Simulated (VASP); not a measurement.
Computed with LDA (Ceperley-Alder, Perdew-Zunger), VASP's LDA PAW potentials (set 64) (plane waves; VASP).

A VASP calculation is set up with these files.

**INCAR**
```
# general
SYSTEM  = MnF2
PREC    = Accurate
ENCUT   = 620
LREAL   = .FALSE.   # projection in real space or not
LASPH   = .TRUE.   # aspherical one-centre terms

# electronic loop
EDIFF   = 1E-6   # SCF stop (eV)
NELM    = 100   # most electronic steps
ALGO    = Normal   # blocked Davidson
LMAXMIX = 4

# smearing
ISMEAR  = 0
SIGMA   = 0.05

# spin
ISPIN   = 2   # spin-polarised
MAGMOM  = 4.4 -4.4 -0.0 2*0.0 -0.0

# ions
IBRION  = 2   # conjugate gradients
NSW     = 40   # most ionic steps
ISIF    = 3
EDIFFG  = -0.02   # ionic stop
PSTRESS = 100   # kbar

# output
LWAVE   = .FALSE.
LCHARG  = .FALSE.
LORBIT  = 10
```

File POSCAR:
```
MnF2
1
    4.6862586322     0.0000000000     0.0000000000
    0.0000000000     4.6862586322     0.0000000000
    0.0000000000     0.0000000000     3.1846592648
Mn F
2 4
Direct
  0.0000000000   0.0000000000   0.0000000000
  0.5000000000   0.5000000000   0.5000000000
  0.3014050011   0.3014050011   0.0000000000
  0.8014050011   0.1985949989   0.5000000000
  0.1985949989   0.8014050011   0.5000000000
  0.6985949989   0.6985949989   0.0000000000
```

**KPOINTS**
```
Automatic mesh
0
Gamma
5 5 7
0 0 0
```

POTCAR, in this order: Mn_pv F (LDA.64 set). Program: vasp_std.

The resulting files:

### OUTCAR
```
 ion  position               nearest neighbor table
   1  0.000  0.000  0.000-   3 2.00   6 2.00   5 2.07   4 2.07   4 2.07   5 2.07
   2  0.500  0.500  0.500-   4 2.00   5 2.00   3 2.07   6 2.07   3 2.07   6 2.07
   3  0.301  0.301  0.000-   1 2.00   2 2.07   2 2.07
   4  0.801  0.199  0.500-   2 2.00   1 2.07   1 2.07
   5  0.199  0.801  0.500-   2 2.00   1 2.07   1 2.07
   6  0.699  0.699  0.000-   1 2.00   2 2.07   2 2.07
  LATTYP: Found a simple tetragonal cell.
 ALAT       =     4.6862586322
 C/A-ratio  =     0.6795739447
 Subroutine PRICEL returns:
 Original cell was already a primitive cell.
 Subroutine GETGRP returns: Found 16 space group operations
The static configuration has the point symmetry D_2h.
 The point group associated with its full space group is D_4h.
The dynamic configuration has the point symmetry D_2h.
The overall configuration has the point symmetry D_2h.
 Subroutine INISYM returns: Found 16 space group operations
 Subroutine IBZKPT returns following result:
 Found     24 irreducible k-points:

 Following reciprocal coordinates:
            Coordinates               Weight
  0.000000  0.000000  0.000000      1.000000
  0.200000  0.000000  0.000000      4.000000
  0.400000  0.000000  0.000000      4.000000
  0.200000  0.200000  0.000000      4.000000
  0.400000  0.200000  0.000000      8.000000
  0.400000  0.400000  0.000000      4.000000
  0.000000  0.000000  0.142857      2.000000
  0.200000  0.000000  0.142857      8.000000
  0.400000  0.000000  0.142857      8.000000
  0.200000  0.200000  0.142857      8.000000
  0.400000  0.200000  0.142857     16.000000
  0.400000  0.400000  0.142857      8.000000
  0.000000  0.000000  0.285714      2.000000
  0.200000  0.000000  0.285714      8.000000
  0.400000  0.000000  0.285714      8.000000
  0.200000  0.200000  0.285714      8.000000
  0.400000  0.200000  0.285714     16.000000
...
```

OSZICAR:
```
       N       E                     dE             d eps       ncg     rms          rms(c)
DAV:   1     0.779340897276E+03    0.77934E+03   -0.34539E+04  3072   0.223E+03
DAV:   2     0.396359230715E+02   -0.73970E+03   -0.71494E+03  3352   0.611E+02
DAV:   3    -0.424073934794E+02   -0.82043E+02   -0.80975E+02  3480   0.204E+02
DAV:   4    -0.450676918182E+02   -0.26603E+01   -0.25847E+01  3712   0.345E+01
DAV:   5    -0.451068131451E+02   -0.39121E-01   -0.39116E-01  3208   0.492E+00    0.246E+01
DAV:   6    -0.418587226632E+02    0.32481E+01   -0.22141E+01  3728   0.368E+01    0.178E+01
DAV:   7    -0.418909920251E+02   -0.32269E-01   -0.16598E+00  3240   0.114E+01    0.117E+01
DAV:   8    -0.417612340458E+02    0.12976E+00   -0.34181E-01  3352   0.533E+00    0.387E+00
DAV:   9    -0.418793582639E+02   -0.11812E+00   -0.72134E-02  3832   0.299E+00    0.833E-01
DAV:  10    -0.418810331743E+02   -0.16749E-02   -0.13222E-02  3120   0.766E-01    0.159E-01
DAV:  11    -0.418810875047E+02   -0.54330E-04   -0.31825E-04  3800   0.156E-01    0.681E-02
DAV:  12    -0.418811001482E+02   -0.12643E-04   -0.36133E-05  3408   0.494E-02    0.310E-02
DAV:  13    -0.418811049828E+02   -0.48347E-05   -0.69258E-06  2880   0.221E-02    0.988E-03
DAV:  14    -0.418811050071E+02   -0.24294E-07   -0.96832E-07  1768   0.891E-03
   1 F= -.37515897E+02 E0= -.37515897E+02  d E =-.375159E+02  mag=     0.0000
       N       E                     dE             d eps       ncg     rms          rms(c)
DAV:   1    -0.435749082583E+02   -0.16938E+01   -0.41201E+01  3536   0.610E+01    0.122E+01
DAV:   2    -0.417117857921E+02    0.18631E+01   -0.71451E+00  3384   0.208E+01    0.766E+00
DAV:   3    -0.417164974060E+02   -0.47116E-02   -0.50554E-01  3624   0.586E+00    0.274E+00
DAV:   4    -0.416931841048E+02    0.23313E-01   -0.17798E-02  3744   0.104E+00    0.160E+00
DAV:   5    -0.416820797367E+02    0.11104E-01   -0.92904E-03  3448   0.812E-01    0.490E-01
DAV:   6    -0.416827414293E+02   -0.66169E-03   -0.15021E-03  3320   0.286E-01    0.555E-02
DAV:   7    -0.416827627113E+02   -0.21282E-04   -0.88321E-05  3448   0.926E-02    0.311E-02
DAV:   8    -0.416827687506E+02   -0.60393E-05   -0.56880E-06  3344   0.197E-02    0.158E-02
DAV:   9    -0.416827698130E+02   -0.10624E-05   -0.17783E-06  2000   0.121E-02    0.534E-03
DAV:  10    -0.416827700002E+02   -0.18717E-06   -0.36151E-07  1608   0.639E-03
   2 F= -.37544265E+02 E0= -.37544265E+02  d E =-.283671E-01  mag=    -0.0000
       N       E                     dE             d eps       ncg     rms          rms(c)
DAV:   1    -0.419812138863E+02   -0.29844E+00   -0.47940E+00  3496   0.214E+01    0.411E+00
DAV:   2    -0.417771130070E+02    0.20410E+00   -0.70340E-01  3384   0.660E+00    0.275E+00
DAV:   3    -0.417736085447E+02    0.35045E-02   -0.48129E-02  3720   0.193E+00    0.983E-01
DAV:   4    -0.417704380060E+02    0.31705E-02   -0.34791E-03  3768   0.471E-01    0.611E-01
DAV:   5    -0.417691726413E+02    0.12654E-02   -0.12011E-03  3288   0.308E-01    0.183E-01
DAV:   6    -0.417692290294E+02   -0.56388E-04   -0.21034E-04  3536   0.130E-01    0.178E-02
DAV:   7    -0.417692315514E+02   -0.25220E-05   -0.93144E-06  3312   0.269E-02    0.979E-03
DAV:   8    -0.417692322990E+02   -0.74755E-06   -0.83323E-07  1992   0.731E-03
   3 F= -.37555078E+02 E0= -.37555078E+02  d E =-.391809E-01  mag=    -0.0000
       N       E                     dE             d eps       ncg     rms          rms(c)
DAV:   1    -0.417725296195E+02   -0.32981E-02   -0.73236E-03  3504   0.831E-01    0.160E-01
DAV:   2    -0.417722148048E+02    0.31481E-03   -0.11114E-03  3440   0.262E-01    0.105E-01
DAV:   3    -0.417722106194E+02    0.41854E-05   -0.75850E-05  3712   0.755E-02    0.378E-02
DAV:   4    -0.417722060119E+02    0.46075E-05   -0.44141E-06  3184   0.169E-02    0.230E-02
DAV:   5    -0.417722041037E+02    0.19082E-05   -0.19051E-06  2216   0.124E-02    0.682E-03
DAV:   6    -0.417722041973E+02   -0.93556E-07   -0.36646E-07  1656   0.673E-03
   4 F= -.37555064E+02 E0= -.37555064E+02  d E =-.391665E-01  mag=     0.0000
       N       E                     dE             d eps       ncg     rms          rms(c)
DAV:   1    -0.417723844573E+02   -0.18035E-03   -0.17678E-01  3072   0.325E+00    0.343E-01
DAV:   2    -0.417716297131E+02    0.75474E-03   -0.52534E-03  3640   0.603E-01    0.208E-01
DAV:   3    -0.417712401763E+02    0.38954E-03   -0.38681E-04  3984   0.160E-01    0.113E-01
DAV:   4    -0.417711506012E+02    0.89575E-04   -0.14547E-04  3584   0.892E-02    0.326E-02
DAV:   5    -0.417711490212E+02    0.15800E-05   -0.19267E-05  3312   0.334E-02    0.167E-02
DAV:   6    -0.417711487657E+02    0.25555E-06   -0.96669E-07  2152   0.774E-03
   5 F= -.37555616E+02 E0= -.37555616E+02  d E =-.551986E-03  mag=    -0.0000
```

OUTCAR:
```
------------------------ aborting loop because EDIFF is reached ----------------------------------------
  FORCE on cell =-STRESS in cart. coord.  units (eV):
  Direction    XX          YY          ZZ          XY          YZ          ZX
  --------------------------------------------------------------------------------------
  Total        4.1124257      4.1124257      4.2830661     -0.0000000      0.0000000      0.0000000
  in kB       97.5541139     97.5541139    101.6020100     -0.0000000      0.0000000      0.0000000
  external PRESSURE =      -1.0965874 kB  Pullay stress =     100.0000000 kB
  volume of cell :       67.54
      direct lattice vectors                 reciprocal lattice vectors
     4.628209153 -0.000000000  0.000000000     0.216066294  0.000000000  0.000000000
    -0.000000000  4.628209153  0.000000000     0.000000000  0.216066294  0.000000000
     0.000000000  0.000000000  3.153095377     0.000000000  0.000000000  0.317148668
 POSITION                                       TOTAL-FORCE (eV/Angst)
 -----------------------------------------------------------------------------------
     -0.00000      4.62821      0.00000         0.000000      0.000000      0.000000
      2.31410      2.31410      1.57655         0.000000      0.000000      0.000000
      1.39390      1.39390      0.00000        -0.003059     -0.003059      0.000000
      3.70801      0.92020      1.57655        -0.003059      0.003059     -0.000000
      0.92020      3.70801      1.57655         0.003059     -0.003059      0.000000
      3.23430      3.23430      0.00000         0.003059      0.003059     -0.000000
 -----------------------------------------------------------------------------------
    total drift:                                0.000000     -0.000000     -0.000000
  FREE ENERGIE OF THE ION-ELECTRON SYSTEM (eV)
  ---------------------------------------------------
  free  energy   TOTEN  =       -41.7711487657 eV

  energy  without entropy=      -41.7711487657  energy(sigma->0) =      -41.77114877
  enthalpy is  TOTEN    =       -37.5556159026 eV   P V=        4.2155328631

 total charge

# of ion       s       p       d       tot
------------------------------------------
    1        0.202   6.207   5.062  11.471
    2        0.202   6.207   5.062  11.471
    3        1.725   4.370   0.000   6.095
    4        1.725   4.370   0.000   6.095
    5        1.725   4.370   0.000   6.095
    6        1.725   4.370   0.000   6.095
--------------------------------------------------
tot          7.304  29.892  10.123  47.320

 magnetization (x)

# of ion       s       p       d       tot
------------------------------------------
    1        0.013   0.012   4.355   4.380
    2       -0.013  -0.012  -4.355  -4.380
    3       -0.004  -0.029   0.000  -0.033
    4        0.004   0.029   0.000   0.033
    5        0.004   0.029   0.000   0.033
    6       -0.004  -0.029   0.000  -0.033
--------------------------------------------------
tot         -0.000   0.000   0.000  -0.000

 reached required accuracy - stopping structural energy minimisation
```
(Selected blocks of OUTCAR.)

**CONTCAR**
```
MnF2
   1.00000000000000
     4.6282091534263081   -0.0000000000000000    0.0000000000000000
    -0.0000000000000000    4.6282091534263081    0.0000000000000000
     0.0000000000000000    0.0000000000000000    3.1530953773279231
  Mn              F
     2     4
Direct
     0.0000000000000000    1.0000000000000000    0.0000000000000000
     0.5000000000000000    0.5000000000000000    0.5000000000000000
     0.3011757446902847    0.3011757446902847    0.0000000000000000
     0.8011757446902847    0.1988242553097153    0.5000000000000000
     0.1988242553097153    0.8011757446902847    0.5000000000000000
     0.6988242553097153    0.6988242553097153    0.0000000000000000
```

Energy and stress use the plane-wave basis of the starting cell.

The compound is MnF2 in the rutile structure. This run relaxes it under an external pressure of 10 GPa. Symmetry was kept, so distortions that lower it aren't found.
